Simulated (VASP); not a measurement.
# Y2CF2 (P-3m1) in VASP: notebook, part 2 of 2

VASP 6.6.1.

## (3) Relaxation of cell and atoms, PBE+D3(BJ)

INCAR reads:

```
SYSTEM = Y2CF2
PREC = Accurate
ENCUT = 600
EDIFF = 1E-7
ISMEAR = 0
SIGMA = 0.03
LREAL = .False.
LASPH = .True.
NELM = 80
ALGO = Normal
ISIF = 3
LWAVE = .False.
LCHARG = .False.
GGA = PE
IVDW = 12
IBRION = 2
NSW = 90
EDIFFG = -0.005
```

KPOINTS reads:

```
Automatic mesh
0
Gamma
  9 9 4
  0 0 0
```

POSCAR reads:

```
Y2CF2                                   
1.0
    3.6381026977     -0.0000000000      0.0000000000
   -1.8190513489      3.1506893604     -0.0000000000
    0.0000000000     -0.0000000000      6.3837806215
  Y               C               F             
     2     1     2
Direct
     0.3333333300000021    0.6666666699999979    0.2115304348122951
     0.6666666699999979    0.3333333300000021    0.7884695651877049
     0.0000000000000000    0.0000000000000000    0.0000000000000000
     0.3333333300000021    0.6666666699999979    0.6151835977529281
     0.6666666699999979    0.3333333300000021    0.3848164022470718
```

Potentials or basis: VASP PAW PBE potentials, release 64 (Y_sv, C, F).

On the command line:

```
$ cat potpaw_PBE.64/Y_sv/POTCAR potpaw_PBE.64/C/POTCAR potpaw_PBE.64/F/POTCAR > POTCAR
$ mpirun -np 1 vasp_std > vasp.out
```

OUTCAR:

```text
SYSTEM = Y2CF2
   PREC = Accurate
   ENCUT = 600
   EDIFF = 1E-7
   ISMEAR = 0
   LREAL = .False.
   LASPH = .True.
   NELM = 80
   ISIF = 3
   GGA = PE
   IVDW = 12
   IBRION = 2
   NSW = 90
   EDIFFG = -0.005
 IVDW          = 12

 ion  position               nearest neighbor table
   1  0.333  0.667  0.212-   5 2.37   5 2.37   5 2.37   3 2.50   3 2.50   3 2.50   4 2.58   2 3.42
                             2 3.42   2 3.42   2 4.24   2 4.24   2 4.24
   2  0.667  0.333  0.788-   4 2.37   4 2.37   4 2.37   3 2.50   3 2.50   3 2.50   5 2.58   1 3.42
                             1 3.42   1 3.42   1 4.24   1 4.24   1 4.24
   3  0.000  0.000  0.000-   1 2.50   2 2.50   2 2.50   1 2.50   2 2.50   1 2.50
   4  0.333  0.667  0.615-   2 2.37   2 2.37   2 2.37   1 2.58
   5  0.667  0.333  0.385-   1 2.37   1 2.37   1 2.37   2 2.58

  LATTYP: Found a hexagonal cell.
 ALAT       =     3.6381026977
 C/A-ratio  =     1.7547004997

  Lattice vectors:

 A1 = (   3.6381026977,   0.0000000000,   0.0000000000)
 A2 = (  -1.8190513489,   3.1506893604,   0.0000000000)
[... 240 lines left out ...]

 val. band max:        3.8092022347   @ k =   0.0000   0.0000   0.5000
 cond. band min:       4.9857538453   @ k =   0.4444  -0.0000   0.0000
 fundamental gap:      1.1765516105
 Fermi energy:         4.0602919147

 k-point     1 :       0.0000    0.0000    0.0000
  band No.  band energies     occupation
      1     -37.7231      2.00000
      2     -37.6548      2.00000
      3     -21.3963      2.00000
      4     -20.5546      2.00000
      5     -17.6227      2.00000
      6     -17.5656      2.00000
[... 637 lines left out ...]
     23       7.9614      0.00000
     24       8.7164      0.00000

 [... further k-points ...]

------------------------ aborting loop because EDIFF is reached ----------------------------------------

 Edisp (eV)   -1.10523

 E8    (eV) :    -0.5031

  FORCE on cell =-STRESS in cart. coord.  units (eV):
  Direction    XX          YY          ZZ          XY          YZ          ZX
  --------------------------------------------------------------------------------------
  -------------------------------------------------------------------------------------
  Total      -0.00569    -0.00569    -0.01253     0.00000    -0.00000     0.00000
  in kB      -0.12452    -0.12452    -0.27421     0.00000    -0.00000     0.00000
  external pressure =       -0.17 kB  Pullay stress =        0.00 kB

 VOLUME and BASIS-vectors are now :
 -----------------------------------------------------------------------------
  energy-cutoff  :      600.00
  volume of cell :       73.21
      direct lattice vectors                 reciprocal lattice vectors
     3.638991443 -0.000000000  0.000000000     0.274801416  0.158656671  0.000000000
    -1.819495721  3.151459036  0.000000000     0.000000000  0.317313342  0.000000000
    -0.000000000  0.000000000  6.383510271    -0.000000000 -0.000000000  0.156653621

 POSITION                                       TOTAL-FORCE (eV/Angst)
 -----------------------------------------------------------------------------------
     -0.00000      2.10097      1.35019         0.000000     -0.000000     -0.000069
      1.81950      1.05049      5.03332        -0.000000      0.000000      0.000069
      3.63899     -0.00000      0.00000         0.000000      0.000000      0.000000
     -0.00000      2.10097      3.92734        -0.000000      0.000000      0.004850
      1.81950      1.05049      2.45617         0.000000     -0.000000     -0.004850
 -----------------------------------------------------------------------------------
    total drift:                               -0.000000      0.000000     -0.000000

  FREE ENERGIE OF THE ION-ELECTRON SYSTEM (eV)
  ---------------------------------------------------
  free  energy   TOTEN  =       -38.9977124855 eV

  energy  without entropy=      -38.9977124855  energy(sigma->0) =      -38.99771249

 reached required accuracy - stopping structural energy minimisation
```

CONTCAR:

```text
Y2CF2
   1.00000000000000
     3.6389914428511485   -0.0000000000000141    0.0000000000000000
    -1.8194957214755987    3.1514590362803085    0.0000000000000000
    -0.0000000000000000    0.0000000000000000    6.3835102708862914
  Y               C               F
     2     1     2
Direct
     0.3333333300000021    0.6666666699999979    0.2115117889656233
     0.6666666699999979    0.3333333300000021    0.7884882110343767
     1.0000000000000000    0.0000000000000000    0.0000000000000000
     0.3333333300000021    0.6666666699999979    0.6152314741906389
     0.6666666699999979    0.3333333300000021    0.3847685258093611

  0.00000000E+00  0.00000000E+00  0.00000000E+00
  0.00000000E+00  0.00000000E+00  0.00000000E+00
  0.00000000E+00  0.00000000E+00  0.00000000E+00
  0.00000000E+00  0.00000000E+00  0.00000000E+00
  0.00000000E+00  0.00000000E+00  0.00000000E+00
```

It took 96 s on 1 thread of Intel Xeon 6975P-C (Granite Rapids), shared host; peak memory 0.27 GiB.

What came out:

```yaml
Free_energy: -38.9977 eV
Relaxed_volume: 14.64 Å³/atom
Relaxed_cell: a = 3.639 Å, b = 3.639 Å, c = 6.384 Å, α = 90.00°, β = 90.00°, γ = 120.00°
Space_group_after_relaxing_to_0.05_Å: P-3m1 (No. 164)
Energy_gained_by_relaxing: 0.0 meV/atom
Ionic_steps: 2
Pressure_after_relaxing: 0.0 GPa
Largest_force_after_relaxing: 0.005 eV/Å
Band_gap_on_the_k_mesh: 1.18 eV, indirect (least direct gap 1.32 eV)
Dispersion_energy_per_atom: -0.221 eV
```

Forces in eV/Å, atoms in the order of the input:
```
Y    0.000  0.000  0.000
Y    0.000  0.000  0.000
C    0.000  0.000  0.000
F    0.000  0.000  0.005
F    0.000  0.000 -0.005
```

Final structure:
```
Y C F
1.0
     3.63899    0.00000    0.00000
    -1.81950    3.15146    0.00000
     0.00000    0.00000    6.38351
Y C F
2 1 2
Direct
  0.33333 0.66667 0.21151
  0.66667 0.33333 0.78849
  0.00000 0.00000 0.00000
  0.33333 0.66667 0.61523
  0.66667 0.33333 0.38477
```

Levels at points of the mesh, in eV from the valence-band top:
| k point | band 16 | band 17 | band 18 | band 19 | band 20 | band 21 | band 22 | band 23 | band 24 |
| --- | --- | --- | --- | --- | --- | --- | --- | --- | --- |
| (0.00, 0.00, 0.00) | -5.91 | -5.91 | -1.28 | -0.01 | -0.01 | 3.01 | 3.01 | 3.18 | 4.06 |
| (0.00, 0.00, 0.50) | -5.86 | -5.41 | -1.48 | 0.00 | 0.00 | 3.14 | 3.14 | 3.32 | 4.39 |

Caveat: an odd mesh through Γ misses points on the zone boundary, where band edges often lie.
